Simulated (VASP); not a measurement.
Level of theory: LDA (Ceperley-Alder, Perdew-Zunger), VASP's LDA PAW potentials (set 64) (plane waves; VASP).

VASP ran on this input.

### KPOINTS
```
Automatic mesh
0
Gamma
12 12 1
0 0 0
```

### INCAR
```
SYSTEM = SnSe2 monolayer
PREC = Normal
ENCUT = 400
EDIFF = 1E-5
NELM = 100
ALGO = Normal
LREAL = .FALSE.
LASPH = .TRUE.
ISMEAR = 0
SIGMA = 0.05
LMAXMIX = 4
LWAVE = .TRUE.
LCHARG = .FALSE.
NELMIN = 4
IBRION = 2
ISIF = 4
NSW = 50
EDIFFG = -0.03
```

### POSCAR
```
SnSe2 monolayer
1.0
  3.8062093386   0.0000000000   0.0000000000
 -1.9031046693   3.2962741902   0.0000000000
  0.0000000000   0.0000000000  18.2751601321
Se Sn
2 1
Direct
  0.6666670000   0.3333330000   0.4195070000
  0.3333330000   0.6666670000   0.5804930000
  0.0000000000   0.0000000000   0.5000000000
```

POTCAR, in this order: Se Sn_d (LDA.64 set). Program: vasp_std.

Output of the run:

### OUTCAR
```
 ion  position               nearest neighbor table
   1  0.667  0.333  0.420-   3 2.64   3 2.64   3 2.64
   2  0.333  0.667  0.580-   3 2.64   3 2.64   3 2.64
   3  0.000  0.000  0.500-   1 2.64   2 2.64   1 2.64   2 2.64   1 2.64   2 2.64
  LATTYP: Found a hexagonal cell.
 ALAT       =     3.8062093386
 C/A-ratio  =     4.8014069922
 Subroutine PRICEL returns:
 Original cell was already a primitive cell.
 Subroutine GETGRP returns: Found 12 space group operations
The static configuration has the point symmetry D_3d.
The dynamic configuration has the point symmetry D_3d.
 Subroutine INISYM returns: Found 12 space group operations
 Subroutine IBZKPT returns following result:
 Found     19 irreducible k-points:

 Following reciprocal coordinates:
            Coordinates               Weight
  0.000000  0.000000  0.000000      1.000000
  0.083333 -0.000000  0.000000      6.000000
  0.166667  0.000000  0.000000      6.000000
  0.250000 -0.000000  0.000000      6.000000
  0.333333 -0.000000  0.000000      6.000000
  0.416667 -0.000000  0.000000      6.000000
  0.500000 -0.000000  0.000000      3.000000
...
```

OSZICAR:
```
       N       E                     dE             d eps       ncg     rms          rms(c)
DAV:   1     0.175243139106E+03    0.17524E+03   -0.10384E+04   766   0.107E+03
DAV:   2     0.336704978125E+01   -0.17188E+03   -0.16906E+03   871   0.250E+02
DAV:   3    -0.134491012244E+02   -0.16816E+02   -0.16791E+02   813   0.973E+01
DAV:   4    -0.138752799160E+02   -0.42618E+00   -0.42590E+00   910   0.181E+01
DAV:   5    -0.138868188396E+02   -0.11539E-01   -0.11538E-01   954   0.277E+00    0.561E+00
DAV:   6    -0.135760722049E+02    0.31075E+00   -0.62952E-01   966   0.916E+00    0.358E+00
DAV:   7    -0.135311285655E+02    0.44944E-01   -0.27350E-01   881   0.378E+00    0.490E-01
DAV:   8    -0.135258005063E+02    0.53281E-02   -0.33010E-02   892   0.210E+00    0.270E-01
DAV:   9    -0.135258020279E+02   -0.15216E-05   -0.21707E-03   833   0.321E-01    0.617E-02
DAV:  10    -0.135258346182E+02   -0.32590E-04   -0.18831E-04   996   0.155E-01    0.303E-02
DAV:  11    -0.135259064699E+02   -0.71852E-04   -0.42216E-05   858   0.429E-02    0.689E-03
DAV:  12    -0.135259298609E+02   -0.23391E-04   -0.39866E-06   710   0.140E-02    0.645E-03
DAV:  13    -0.135259876840E+02   -0.57823E-04   -0.12371E-05   577   0.166E-02    0.480E-03
DAV:  14    -0.135260079453E+02   -0.20261E-04   -0.20312E-06   738   0.775E-03    0.191E-03
DAV:  15    -0.135260177985E+02   -0.98531E-05   -0.25624E-06   612   0.695E-03
   1 F= -.13526018E+02 E0= -.13526018E+02  d E =-.135260E+02
       N       E                     dE             d eps       ncg     rms          rms(c)
DAV:   1    -0.137312565852E+02   -0.20525E+00   -0.59256E+00   710   0.173E+01    0.163E+00
DAV:   2    -0.136565161321E+02    0.74740E-01   -0.39923E-01   878   0.524E+00    0.100E+00
DAV:   3    -0.136245966088E+02    0.31920E-01   -0.51335E-02   905   0.176E+00    0.352E-01
DAV:   4    -0.136197079264E+02    0.48887E-02   -0.83259E-03   930   0.937E-01    0.131E-01
DAV:   5    -0.136191397153E+02    0.56821E-03   -0.12683E-03  1003   0.277E-01    0.457E-02
DAV:   6    -0.136192041815E+02   -0.64466E-04   -0.30325E-04   839   0.143E-01    0.246E-02
DAV:   7    -0.136194357846E+02   -0.23160E-03   -0.87880E-05   665   0.472E-02    0.157E-02
DAV:   8    -0.136198109949E+02   -0.37521E-03   -0.18234E-04   740   0.504E-02    0.684E-03
DAV:   9    -0.136199760691E+02   -0.16507E-03   -0.17436E-05   640   0.243E-02    0.542E-03
DAV:  10    -0.136200381252E+02   -0.62056E-04   -0.46061E-06   704   0.109E-02    0.204E-03
DAV:  11    -0.136200647627E+02   -0.26638E-04   -0.35212E-06   663   0.842E-03    0.142E-03
DAV:  12    -0.136200789070E+02   -0.14144E-04   -0.10987E-06   695   0.466E-03    0.797E-04
DAV:  13    -0.136200966157E+02   -0.17709E-04   -0.84761E-07   599   0.320E-03    0.603E-04
DAV:  14    -0.136201120303E+02   -0.15415E-04   -0.89684E-07   631   0.302E-03    0.248E-04
DAV:  15    -0.136201157536E+02   -0.37232E-05   -0.13794E-07   560   0.164E-03
   2 F= -.13620116E+02 E0= -.13620116E+02  d E =-.940980E-01
       N       E                     dE             d eps       ncg     rms          rms(c)
DAV:   1    -0.136377624138E+02   -0.17650E-01   -0.61424E-01   694   0.558E+00    0.526E-01
DAV:   2    -0.136305327920E+02    0.72296E-02   -0.40694E-02   863   0.184E+00    0.315E-01
DAV:   3    -0.136271199179E+02    0.34129E-02   -0.52074E-03   929   0.759E-01    0.101E-01
DAV:   4    -0.136267087941E+02    0.41112E-03   -0.84173E-04   921   0.298E-01    0.398E-02
DAV:   5    -0.136266897767E+02    0.19017E-04   -0.13619E-04   847   0.943E-02    0.118E-02
DAV:   6    -0.136267265494E+02   -0.36773E-04   -0.23558E-05   531   0.359E-02    0.762E-03
DAV:   7    -0.136267901477E+02   -0.63598E-04   -0.11800E-05   594   0.199E-02    0.438E-03
DAV:   8    -0.136268719485E+02   -0.81801E-04   -0.22919E-05   605   0.198E-02    0.224E-03
DAV:   9    -0.136268993561E+02   -0.27408E-04   -0.17044E-06   713   0.818E-03    0.140E-03
DAV:  10    -0.136269173423E+02   -0.17986E-04   -0.17021E-06   607   0.633E-03    0.687E-04
DAV:  11    -0.136269216441E+02   -0.43018E-05   -0.22059E-07   637   0.334E-03
   3 F= -.13626922E+02 E0= -.13626922E+02  d E =-.100904E+00
       N       E                     dE             d eps       ncg     rms          rms(c)
DAV:   1    -0.136270207481E+02   -0.10341E-03   -0.41283E-03   745   0.457E-01    0.430E-02
DAV:   2    -0.136269779481E+02    0.42800E-04   -0.25940E-04   845   0.171E-01    0.256E-02
DAV:   3    -0.136269564640E+02    0.21484E-04   -0.33338E-05   735   0.725E-02    0.803E-03
DAV:   4    -0.136269531533E+02    0.33106E-05   -0.67441E-06   619   0.255E-02
   4 F= -.13626953E+02 E0= -.13626953E+02  d E =-.100935E+00
       N       E                     dE             d eps       ncg     rms          rms(c)
DAV:   1    -0.136294221391E+02   -0.24657E-02   -0.96716E-02   646   0.208E+00    0.225E-01
DAV:   2    -0.136285036816E+02    0.91846E-03   -0.57877E-03   749   0.859E-01    0.122E-01
DAV:   3    -0.136279723493E+02    0.53133E-03   -0.74648E-04   914   0.300E-01    0.638E-02
DAV:   4    -0.136278353913E+02    0.13696E-03   -0.26179E-04   992   0.193E-01    0.119E-02
DAV:   5    -0.136278493641E+02   -0.13973E-04   -0.51676E-05   725   0.632E-02    0.786E-03
DAV:   6    -0.136278764968E+02   -0.27133E-04   -0.46174E-06   589   0.181E-02    0.254E-03
DAV:   7    -0.136278999046E+02   -0.23408E-04   -0.25597E-06   684   0.102E-02    0.224E-03
DAV:   8    -0.136279307579E+02   -0.30853E-04   -0.61094E-06   622   0.100E-02    0.789E-04
DAV:   9    -0.136279388177E+02   -0.80598E-05   -0.89564E-07   702   0.440E-03
   5 F= -.13627939E+02 E0= -.13627939E+02  d E =-.985664E-03
       N       E                     dE             d eps       ncg     rms          rms(c)
DAV:   1    -0.136427925117E+02   -0.14862E-01   -0.87012E-01   646   0.624E+00    0.675E-01
DAV:   2    -0.136343661341E+02    0.84264E-02   -0.52703E-02   740   0.221E+00    0.367E-01
DAV:   3    -0.136297324687E+02    0.46337E-02   -0.68228E-03   871   0.753E-01    0.191E-01
DAV:   4    -0.136286773193E+02    0.10551E-02   -0.22603E-03   942   0.575E-01    0.391E-02
DAV:   5    -0.136287823286E+02   -0.10501E-03   -0.40035E-04   756   0.168E-01    0.258E-02
DAV:   6    -0.136289661530E+02   -0.18382E-03   -0.54684E-05   694   0.651E-02    0.798E-03
DAV:   7    -0.136290854063E+02   -0.11925E-03   -0.23069E-05   686   0.297E-02    0.754E-03
DAV:   8    -0.136292153156E+02   -0.12991E-03   -0.36094E-05   663   0.266E-02    0.255E-03
DAV:   9    -0.136292684506E+02   -0.53135E-04   -0.15547E-05   688   0.167E-02    0.210E-03
DAV:  10    -0.136292851909E+02   -0.16740E-04   -0.33980E-06   712   0.810E-03    0.129E-03
DAV:  11    -0.136292880612E+02   -0.28703E-05   -0.53568E-07   656   0.398E-03
   6 F= -.13629288E+02 E0= -.13629288E+02  d E =-.233491E-02
```

**OUTCAR**
```
------------------------ aborting loop because EDIFF is reached ----------------------------------------
  FORCE on cell =-STRESS in cart. coord.  units (eV):
  Direction    XX          YY          ZZ          XY          YZ          ZX
  --------------------------------------------------------------------------------------
  Total        0.0112918      0.0112918      0.0559602     -0.0000000      0.0000000      0.0000000
  in kB        0.0789039      0.0789039      0.3910322     -0.0000000      0.0000000      0.0000000
  external PRESSURE =       0.1829467 kB  Pullay stress =       0.0000000 kB
  volume of cell :      229.29
      direct lattice vectors                 reciprocal lattice vectors
     3.772372919 -0.000000000 -0.000000000     0.265085139  0.153046966 -0.000000000
    -1.886186460  3.266971011  0.000000000     0.000000000  0.306093931  0.000000000
     0.000000000 -0.000000000 18.604469556     0.000000000  0.000000000  0.053750525
 POSITION                                       TOTAL-FORCE (eV/Angst)
 -----------------------------------------------------------------------------------
      1.88619      1.08899      7.72454        -0.000000      0.000000     -0.026558
     -0.00000      2.17798     10.87993         0.000000     -0.000000      0.026558
      3.77237     -0.00000      9.30223         0.000000      0.000000      0.000000
 -----------------------------------------------------------------------------------
    total drift:                                0.000000      0.000000      0.000000
  FREE ENERGIE OF THE ION-ELECTRON SYSTEM (eV)
  ---------------------------------------------------
  free  energy   TOTEN  =       -13.6292880612 eV

  energy  without entropy=      -13.6292880612  energy(sigma->0) =      -13.62928806

 reached required accuracy - stopping structural energy minimisation
```
(Selected blocks of OUTCAR.)

### CONTCAR
```
SnSe2 monolayer
   1.00000000000000
     3.7723729194227493   -0.0000000000000000   -0.0000000000000000
    -1.8861864597113747    3.2669710110177137    0.0000000000000000
     0.0000000000000002   -0.0000000000000001   18.6044695562809714
  Se              Sn
     2     1
Direct
     0.6666669999999968    0.3333330000000032    0.4151979616106582
     0.3333330000000032    0.6666669999999968    0.5848020383893419
     1.0000000000000000    0.0000000000000000    0.5000000000000000
```

The cell is a sheet with vacuum, built from SnSe2 (1T layered).
